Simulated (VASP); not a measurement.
Here is the system:

```
AgCl
1.0
    0.00000     2.76736     2.76736
    2.76736     0.00000     2.76736
    2.76736     2.76736     0.00000
Ag Cl
1 1
Direct
  0.00000   0.00000   0.00000
  0.50000   0.50000   0.50000
```

Calculation: MS2 meta-GGA, VASP's PBE PAW potentials (set 64) (plane waves; VASP). Settings: 520 eV cut-off, 9×9×9 Γ-centred mesh, tetrahedra with Blöchl corrections, potentials Ag Cl.

Task: Estimate the energy per atom (σ→0), band gap (over mesh and band path) with the smallest direct gap where there is one.

Result: 
band gap (over mesh and band path): 1.14 eV
smallest direct gap (over mesh and band path): 3.27 eV
energy per atom (σ→0): -3.819 eV/atom

The absolute energy has meaning only against runs of the same code, potentials and settings.

The compound is AgCl in the rock salt structure. It was relaxed first.
